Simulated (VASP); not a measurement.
Input for VASP

INCAR:
```
SYSTEM=ZnSiP2
PREC=Accurate; ENCUT=500; LREAL=.FALSE.
LASPH=.TRUE.
EDIFF=1E-6; NELM=100; ALGO=Normal
LMAXMIX=4
ISMEAR=0; SIGMA=0.05
GGA=PE
IBRION=2; NSW=40; ISIF=3
EDIFFG=-0.02; PSTRESS=200
LWAVE=.FALSE.; LCHARG=.FALSE.
```

File POSCAR:
```
ZnSiP2
1.0
 -2.6241768415   2.6241768415   5.1015865555
  2.6241768415  -2.6241768415   5.1015865555
  2.6241768415   2.6241768415  -5.1015865555
Zn Si P
2 2 4
Cartesian
  0.0000000000   0.0000000000   0.0000000000
  0.0000000000   2.6241768415   2.5507932777
  0.0000000000   0.0000000000   5.1015865555
  2.6241768415   0.0000000000   2.5507932777
  1.2340218836   1.3120884208   6.3769831944
  1.3120884208  -1.2340218836   3.8261899166
  1.3901549579   1.3120884208   1.2753966389
  1.3120884208   3.8581987251  -1.2753966389
```

### KPOINTS
```
Automatic mesh
0
Gamma
6 6 6
0 0 0
```

POTCAR, in this order: Zn Si P (PBE.64 set). Program: vasp_std.

Problem. Write an equivalent input for Ansatz.

Solution. One equivalent input (not run):
Ansatz 0.2 input:
```yaml
crystal:
  lattice:
    - [-2.6241768, 2.6241768, 5.1015866]
    - [2.6241768, -2.6241768, 5.1015866]
    - [2.6241768, 2.6241768, -5.1015866]
  atoms:
    - { symbol: Zn, position: [0.0000000, 0.0000000, 0.0000000] }
    - { symbol: Zn, position: [0.7500000, 0.2500000, 0.5000000] }
    - { symbol: Si, position: [0.5000000, 0.5000000, 0.0000000] }
    - { symbol: Si, position: [0.2500000, 0.7500000, 0.5000000] }
    - { symbol: P, position: [0.8750000, 0.8601255, 0.4851255] }
    - { symbol: P, position: [0.1398745, 0.6250000, 0.0148745] }
    - { symbol: P, position: [0.3750000, 0.3898745, 0.5148745] }
    - { symbol: P, position: [0.6101255, 0.1250000, 0.9851255] }
kpoints:
  mp_grid: { grid: [6, 6, 6] }
hamiltonian:
  xc: pbe
  pseudopotentials: { kind: paw }
scf:
  occupations: { method: gaussian, width: 0.05 }
  max_iter: 100
relax:
  max_steps: 40
  f_tol: 0.02
  cell: { p_target: 20 }
output: { forces: true, stress: true, eigenvalues: true }
```
Limits of the translation: each code has its own PAW files, so the cut-off isn't converted (ENCUT is set for VASP's; basis.ecutwfc is left out, and Ansatz then takes the one that its files recommend); Ansatz stops its SCF on the density residual and VASP on the energy change (EDIFF).

The compound is ZnSiP2 in the chalcopyrite structure. This run relaxes it under an external pressure of 20 GPa. Symmetry was kept, so distortions that lower it aren't found.
